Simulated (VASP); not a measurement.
Data:

```
Ca3In
1.0
    0.00000     3.96641     3.96641
    3.96641     0.00000     3.96641
    3.96641     3.96641     0.00000
Ca In
3 1
Direct
  0.25000   0.25000   0.25000
  0.75000   0.75000   0.75000
  0.50000   0.50000   0.50000
  0.00000   0.00000   0.00000
```

Computed with PBEsol GGA, VASP's PBE PAW potentials (set 64) (plane waves; VASP). Numerical set-up: 400 eV cut-off, Gaussian smearing of 0.050 eV, potentials Ca_sv In_d.

Unless said otherwise, spin-orbit coupling is left out, though it shifts the bands of the heavy elements here.

### Question
Estimate the band gap (along the path) with the smallest direct gap where there is one.

### Answer

The band gap (along the path) is none (metal, semimetal or under 0.01 eV).

Total energies compare only between runs with the same potentials, cut-off and functional.

The structure comes from a computed database's Ca3In entry (Fm-3m); how it stands against other phases isn't given here. It was relaxed first, which changed the volume by -5 %. The electron count is odd and the run is not spin-polarised, which forces a metal.
